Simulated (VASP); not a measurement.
Consider the following.

```xyz
5
Lattice="1.9964 -3.4578 0.0000 1.9964 3.4578 0.0000 0.0000 0.0000 4.8711" Properties=species:S:1:pos:R:3 pbc="T T T"
Al     1.9964     3.4578     0.0000
Al     1.9964     1.1526     3.1571
Al     1.9964    -1.1526     1.7140
Ni     1.9964     1.1526     0.7134
Ni     1.9964    -1.1526     4.1577
```

All values below come from r2SCAN meta-GGA, VASP's PBE PAW potentials (set 64) (plane waves; VASP). Numerical set-up: 400 eV cut-off, 10×10×7 Γ-centred mesh, tetrahedra with Blöchl corrections, potentials Al Ni.

Problem. Tabulate the total density of states (states/eV per cell) against energy (eV; zero at the valence-band maximum or, without a gap, the Fermi level).

Solution. 
```
E (eV) | DOS (states/eV)
    -9.90 | # 0.56
    -9.68 | # 0.57
    -9.58 | # 0.57
    -9.36 | # 0.57
    -9.25 | # 0.58
    -9.03 | # 0.58
    -8.92 | # 0.58
    -8.71 | # 0.65
    -8.60 | ## 0.72
    -8.38 | ## 0.86
    -8.16 | ## 0.86
    -8.06 | ## 0.84
    -7.84 | ## 0.79
    -7.73 | ## 0.87
    -7.51 | ## 0.75
    -7.40 | ## 0.79
    -7.19 | ## 0.97
    -7.08 | ## 0.98
    -6.86 | ### 1.22
    -6.64 | ### 1.39
    -6.54 | ### 1.57
    -6.32 | ### 1.22
    -6.21 | ### 1.21
    -5.99 | ## 1.12
    -5.88 | ### 1.21
    -5.67 | ### 1.45
    -5.56 | ### 1.49
    -5.34 | #### 1.85
    -5.12 | #### 1.71
    -5.02 | #### 1.82
    -4.80 | #### 1.88
    -4.69 | #### 1.87
    -4.47 | #### 1.99
    -4.37 | #### 2.12
    -4.15 | ##### 2.47
    -4.04 | ###### 2.76
    -3.82 | ########## 4.69
    -3.60 | ############# 6.30
    -3.50 | ######## 4.04
    -3.28 | ############# 6.28
    -3.17 | ############# 6.26
    -2.95 | ############ 5.79
    -2.85 | ####### 3.14
    -2.63 | #################### 9.43
    -2.41 | ################## 8.60
    -2.30 | ################## 8.53
    -2.08 | ############### 7.22
    -1.98 | ############################## 14.4
    -1.76 | ###################### 10.5
    -1.65 | ########### 5.18
    -1.43 | ###### 2.82
    -1.32 | ####### 3.60
    -1.11 | ####### 3.54
    -0.89 | ######## 4.03
    -0.78 | ###### 2.90
    -0.56 | #### 2.15
    -0.46 | #### 1.91
    -0.24 | ### 1.31
    -0.13 | ## 1.15
     0.09 | ## 1.12
     0.20 | ## 1.15
     0.41 | ## 1.06
     0.63 | ## 1.02
     0.74 | ## 1.00
     0.95 | ## 0.99
     1.06 | ## 1.00
     1.28 | ## 1.02
     1.39 | ## 1.09
     1.61 | ### 1.43
     1.72 | ### 1.35
     1.93 | ## 1.11
     2.15 | ## 0.83
     2.26 | # 0.70
     2.48 | ## 0.78
     2.58 | ## 1.12
     2.80 | #### 1.87
     2.91 | #### 2.02
     3.13 | ##### 2.32
     3.23 | ###### 2.71
     3.45 | ##### 2.34
```
Within 2 eV below the Fermi level the largest weight inside VASP's projection spheres is Ni d.

The compound is Al3Ni2 in the sg164 structure. It was relaxed first. The run is not spin-polarised, so no magnetic state was tried. The electron count is odd and the run is not spin-polarised, which forces a metal.
